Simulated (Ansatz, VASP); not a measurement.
# HfC in two plane-wave programs, part 2 of 2

One calculation is typed for both programs; each brings its own data sets. How far apart do they land? The structure shown is the end of the Ansatz relaxation below.

VASP 6.6.1 and Ansatz 0.2.0.

So far: Starting point; Ansatz: relaxation, PBEsol; VASP: single point, PBEsol, pair 1; Differences.

## Step 6: VASP: single point, PBEsol, pair 2

Level of this step: PBEsol; plane waves and PAW (C, Hf_pv) (VASP).

The same cell, functional, mesh and smearing now go to VASP, with its own data sets.

Contents of INCAR:

```
SYSTEM = HfC
PREC = Accurate
ENCUT = 600
EDIFF = 1E-06
NELM = 120
ISMEAR = 1
SIGMA = 0.2
LREAL = .FALSE.
ALGO = Normal
GGA = PS
NBANDS = 13
LASPH = .TRUE.
LORBIT = 11
LWAVE = .FALSE.
LCHARG = .FALSE.
ISIF = 2
GGA_COMPAT = .FALSE.
KPAR = 2
```

Contents of POSCAR:

```
HfC
1.0
    0.0000000000      2.3193259042      2.2114368677
    2.3193259042      0.0000000000      2.2114368677
    2.3193259042      2.3193259042      0.0000000000
C Hf
1 1
Direct
    0.0000000000      0.0000000000      0.0000000000
    0.5000000000      0.5000000000      0.5000000000
```

Contents of KPOINTS:

```
Automatic mesh
0
Gamma
16 16 16
0 0 0
```

PAW data sets: C and Hf_pv (PBE family, release 64).

Run with:

```sh
mpirun -np 2 vasp_std
```

Numbers of over 12 decimals in the logs are rounded to 6 here.

What it wrote:

```text
[banner, memory and clock lines left out]
running    2 mpi-ranks, on    1 nodes
[...]
[... a notice as in an earlier step ...]

 LDA part: xc-table for (Slater+PW92), standard interpolation
 POSCAR, INCAR and KPOINTS ok, starting setup
[...]
entering main loop
       N       E                     dE             d eps       ncg     rms          rms(c)
DAV:   1     0.243825455803E+02    0.24383E+02   -0.86104E+03  9098   0.119E+03
DAV:   2    -0.232976323751E+02   -0.47680E+02   -0.44837E+02 11341   0.223E+02
DAV:   3    -0.249854437174E+02   -0.16878E+01   -0.16794E+01 11346   0.299E+01
DAV:   4    -0.249939286301E+02   -0.84849E-02   -0.84839E-02 10105   0.255E+00
[...]
DAV:  10    -0.221251144589E+02    0.38592E-03   -0.13983E-03 11002   0.279E-01    0.477E-02
DAV:  11    -0.221251134389E+02    0.10200E-05   -0.67368E-05 10759   0.757E-02    0.392E-02
DAV:  12    -0.221251131647E+02    0.27411E-06   -0.13781E-06  8006   0.109E-02
   1 F= -.22125113E+02 E0= -.22125236E+02  d E =0.369380E-03
```

Parts of OUTCAR (step 6):

```text
  Total       -0.0577999     -0.0577999      3.6748244      0.0000000      0.0000000      0.0000000
  in kB       -3.8923304     -3.8923304    247.4680165      0.0000000      0.0000000      0.0000000
  external PRESSURE =      79.8944519 kB  Pullay stress =       0.0000000 kB

 POSITION                                       TOTAL-FORCE (eV/Angst)
 -----------------------------------------------------------------------------------
      0.00000      0.00000      0.00000        -0.000000      0.000000      0.000000
      2.31933      2.31933      2.21144         0.000000     -0.000000      0.000000
 -----------------------------------------------------------------------------------
    total drift:                                0.000000      0.000000      0.000000

  FREE ENERGIE OF THE ION-ELECTRON SYSTEM (eV)
  ---------------------------------------------------
  free  energy   TOTEN  =       -22.1251131647 eV

  energy  without entropy=      -22.1254825448  energy(sigma->0) =      -22.12523629

[... 1 part as in an earlier step ...]

[... 2 further parts left out ...]
[key lines of the parts left out:]
E-fermi :   6.2485
```

The run ends at a pressure of 7.99 GPa.

## Step 7: Comparison

What differs besides the data sets and the points named for the pairs above, as far as they apply: the data sets hold 30 valence electrons in Ansatz (on its PAW soft_1 files) and 14 in VASP. Total energies have different zeros and are not compared.

Both answers:

```csv
quantity,Ansatz,VASP,difference
pressure (GPa),8.21,7.99,+0.22
```

## Step 8: Ansatz: relaxation, PBEsol

This run makes the geometry at which the two programs are then compared. The cell compared in this pair holds 24.12 Å³, against 23.79 Å³ for the pair before.

The structure compared here is the end of the Ansatz relaxation.

Contents of input.yaml:

```yaml
crystal:
  lattice:
    - [0.0, 2.3074074422, 2.2575084691]
    - [2.3074074422, 0.0, 2.2575084691]
    - [2.3074074422, 2.3074074422, 0.0]
  atoms:
    - { symbol: C, position: [0.0, 0.0, 0.0] }
    - { symbol: Hf, position: [0.5, 0.5, 0.5] }
  conventional_axes: [[-1, 1, 1], [1, -1, 1], [1, 1, -1]]
kpoints:
  mp_grid: { grid: [16, 16, 16] }
hamiltonian:
  xc: pbesol
  pseudopotentials: { kind: paw, azcp: { folder: soft_1 }, xc_functional: pbe }
scf:
  occupations: { method: methfessel_paxton, width: 0.2 }
output:
  forces: true
  stress: true
  eigenvalues: true
relax:
  adjacent_minimum: "off"
  f_tol: 0.001
  max_steps: 60
  cell: { stress_tol: 0.01, fix: [c, angles] }
```

Run with:

```sh
ansatz run input.yaml --threads 4 --pin off --max-ram 10240MiB --backend cpu --events-out ev --progress --plain --runs-dir out
```

What it wrote:

```text
[...]
Crystal: 2 atoms, lattice volume = 24.039 Å³
Basis set: ecut = 420 eV, 499 PW (Γ), exchange–correlation on 48×48×48 points (8 copies of the dense FFT grid, shifted against one another)
Bands: 19, of which v1, the nominal top of the filled ones, is band 15 counted from 1 (14 counted from 0)
Symmetry: 16 space group operations
[...]
k-points: 349 of 4096
[...]
k-point 348: bands = [... 11 lower, 8.7075, 16.8907, 17.2371, 19.1668, 19.1668, 24.7877, 26.2819, 26.2819]
--- Relaxed structure (3 steps of the walk, 3 accepted, 1 SCFs on fresh bases) ---
[...]
cell:  # Å, volume = 24.1199 Å³
    - [0, 2.311307, 2.2575084691]
    - [2.311307, 0, 2.2575084691]
    - [2.311307, 2.311307, 0]
  atoms:
    - { symbol: C, position: [0, 0, 0] }
    - { symbol: Hf, position: [0.5, 0.5, 0.5] }
[key lines of the parts left out:]
SCF converged after 8 iterations
Free energy (F): -15847.465623 eV
Fermi energy:    19.278109 eV
P = ⅓ Tr σ = 3.6955 GPa (36.955 kbar)
```

## Step 9: VASP: single point, PBEsol, pair 3

The same cell, functional, mesh and smearing now go to VASP, with its own data sets.

INCAR is that of step 6.

Contents of POSCAR:

```
HfC
1.0
    0.0000000000      2.3113069913      2.2575084691
    2.3113069913      0.0000000000      2.2575084691
    2.3113069913      2.3113069913      0.0000000000
C Hf
1 1
Direct
    0.0000000000      0.0000000000      0.0000000000
    0.5000000000      0.5000000000      0.5000000000
```

KPOINTS is that of step 6.

Run with:

```sh
mpirun -np 2 vasp_std
```

What it wrote:

```text
[... set-up lines as in an earlier step ...]
 entering main loop
       N       E                     dE             d eps       ncg     rms          rms(c)
DAV:   1     0.249226784467E+02    0.24923E+02   -0.86009E+03  9090   0.119E+03
DAV:   2    -0.233063200697E+02   -0.48229E+02   -0.45166E+02 11445   0.221E+02
DAV:   3    -0.250413693725E+02   -0.17350E+01   -0.17264E+01 11358   0.300E+01
DAV:   4    -0.250508721526E+02   -0.95028E-02   -0.95015E-02 10133   0.263E+00
[...]
DAV:  10    -0.221800850764E+02    0.39603E-03   -0.15688E-03 10945   0.293E-01    0.617E-02
DAV:  11    -0.221800824613E+02    0.26152E-05   -0.73098E-05 10624   0.796E-02    0.206E-02
DAV:  12    -0.221800820008E+02    0.46053E-06   -0.25677E-06 11026   0.135E-02
   1 F= -.22180082E+02 E0= -.22179989E+02  d E =-.279670E-03
```

OUTCAR, selected parts (step 9):

```text
  Total       -0.0616163     -0.0616163      1.6390371      0.0000000      0.0000000      0.0000000
  in kB       -4.0929033     -4.0929033    108.8741380      0.0000000      0.0000000      0.0000000
  external PRESSURE =      33.5627771 kB  Pullay stress =       0.0000000 kB

 POSITION                                       TOTAL-FORCE (eV/Angst)
 -----------------------------------------------------------------------------------
      0.00000      0.00000      0.00000        -0.000000     -0.000000     -0.000000
      2.31131      2.31131      2.25751         0.000000      0.000000      0.000000
 -----------------------------------------------------------------------------------
    total drift:                                0.000000      0.000000      0.000000

  FREE ENERGIE OF THE ION-ELECTRON SYSTEM (eV)
  ---------------------------------------------------
  free  energy   TOTEN  =       -22.1800820008 eV

  energy  without entropy=      -22.1798023310  energy(sigma->0) =      -22.17998878

[... 1 part as in an earlier step ...]

[... 2 further parts left out ...]
[key lines of the parts left out:]
E-fermi :   6.1130
```

The run ends at a pressure of 3.36 GPa.

## Step 10: Differences

What differs besides the data sets and the points named for the pairs above, as far as they apply: the data sets hold 30 valence electrons in Ansatz (on its PAW soft_1 files) and 14 in VASP. Total energies have different zeros and are not compared.

Compared:

```csv
quantity,Ansatz,VASP,difference
pressure (GPa),3.70,3.36,+0.34
```

## Step 11: What came out

| Quantity | Value |
| --- | --- |
| difference in pressure (single point, PBEsol, pair 1) | 0.29 GPa |
| difference in pressure (single point, PBEsol, pair 2) | 0.22 GPa |
| difference in pressure (single point, PBEsol, pair 3) | 0.34 GPa |

In words: The difference in pressure is 0.34 GPa (single point, PBEsol, pair 3), within the 1 GPa picked in this series as the mark of a large difference. The data sets hold unlike numbers of valence electrons (30 in Ansatz and 14 in VASP), so part of the differences comes from the potentials. 5 further runs of this series are not shown here. How closely two codes agree says nothing of how well the functional describes the real material.

[Lines on the potential files, build, host, timing and source positions are cut from VASP's logs without a mark.]

[Logs are printed without paths, hosts, clocks, repeated set-up lines and the standing remarks that a program may print on its own settings, such as how far it seeks lower states.]

[Hosts, paths, dates, database ids (printed as entryN), source tags and the programs' standing remarks are cut or masked in the printed files.]
